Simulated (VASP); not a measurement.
Computed with PBE GGA, VASP's PBE PAW potentials (set 64) (plane waves; VASP).

A VASP calculation is set up with these files.

**KPOINTS**
```
Regular mesh
0
gamma
15 15 15
```

INCAR:
```
! general
SYSTEM  = Ir
PREC    = Accurate
ENCUT   = 400
LREAL   = .FALSE.
LASPH   = .TRUE.

! electronic loop
EDIFF   = 1E-5
NELM    = 100
ALGO    = Normal
LMAXMIX = 6

! smearing
ISMEAR  = 1
SIGMA   = 0.1

! functional
GGA     = PE

! ions
ISIF    = 2

! output
LWAVE   = .FALSE.
LCHARG  = .FALSE.
```

POSCAR:
```
Ir
1.0
  0.0000000000   1.9200000000   1.9200000000
  1.9200000000   0.0000000000   1.9200000000
  1.9200000000   1.9200000000   0.0000000000
Ir
1
Cart
  0.0000000000   0.0000000000   0.0000000000
```

POTCAR, in this order: Ir (PBE.64 set). Program: vasp_std.

Unless said otherwise, spin-orbit coupling is left out, though it shifts the bands of the heavy elements here.

Question: Estimate the energy per atom (σ→0), pressure, band gap (on the k-mesh).

Answer: 
* **energy per atom (σ→0)**: -8.844 eV/atom
* **band gap (on the k-mesh)**: none (metal, semimetal or under 0.01 eV)
* **pressure**: 9.26 GPa

**OSZICAR**
```
...
DAV:   4    -0.940069013116E+01   -0.30410E-02   -0.30408E-02  2552   0.152E+00
DAV:   5    -0.940070122230E+01   -0.11091E-04   -0.11091E-04  2784   0.595E-02    0.152E+01
DAV:   6    -0.894015479467E+01    0.46055E+00   -0.94865E-01  2216   0.135E+01    0.629E+00
DAV:   7    -0.885097725525E+01    0.89178E-01   -0.31874E-01  2488   0.731E+00    0.153E+00
DAV:   8    -0.884592042642E+01    0.50568E-02   -0.18950E-03  2104   0.670E-01    0.667E-01
DAV:   9    -0.884455318567E+01    0.13672E-02   -0.11214E-03  2472   0.547E-01    0.115E-02
DAV:  10    -0.884455938144E+01   -0.61958E-05   -0.45801E-06  2016   0.221E-02
   1 F= -.88445594E+01 E0= -.88444401E+01  d E =-.357966E-03
```

The compound is Ir in the fcc structure. The cell was not relaxed at this level. The run is one of a series of settings (EDIFF = 1E-5 against the base run), some of them coarse on purpose.
